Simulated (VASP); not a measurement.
VASP, PAW. Lattice constant c of CdSe (wurtzite) (static lattice).  The measured value holds thermal and zero-point effects that the static calculation lacks.

| level | lattice constant c (Å) |
|---|---|
| PBE | 7.163 |
| LDA | 6.952 |

Q: Estimate the lattice constant c from r2SCAN+rVV10, optB88-vdW, r2SCAN and from experiment.

A: 
The r2SCAN+rVV10 comes out as 7.055 Å and the optB88-vdW comes out as 7.153 Å. The r2SCAN is 7.088 Å. The measured comes out as 7.015 Å (as given by PVEducation, CdSe (wurtzite), citing its ref. 1).

Only levels that ran to the end are used. Left out are those held back, those with too coarse a band path, GW runs whose mesh misses a band edge, hybrids' fits of cells that aren't cubic and levels without matching references; a question may draw on a part of the rest.

The compound is CdSe in the wurtzite structure.
